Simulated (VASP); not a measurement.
Here is the system:

```xyz
3
Lattice="0.0000 2.6688 2.6688 2.6688 0.0000 2.6688 2.6688 2.6688 0.0000" Properties=species:S:1:pos:R:3 pbc="T T T"
Ca     2.6688     2.6688     5.3377
F      1.3344     1.3344     1.3344
F      4.0033     4.0033     4.0033
```

Method: LDA (Ceperley-Alder, Perdew-Zunger), VASP's LDA PAW potentials (set 64) (plane waves; VASP). Settings: 520 eV cut-off, 8×8×8 Γ-centred mesh, tetrahedra with Blöchl corrections, potentials Ca_sv F.

Estimate the energy per atom (σ→0), band gap (on the k-mesh) with the smallest direct gap where there is one.

The band gap (on the k-mesh) is 7.31 eV. The smallest direct gap (on the k-mesh) is 7.59 eV and the energy per atom (σ→0) is -6.336 eV/atom.

Total energies compare only between runs with the same potentials, cut-off and functional.

The compound is CaF2 in the fluorite structure. It was relaxed first, which changed the volume by -7 %.
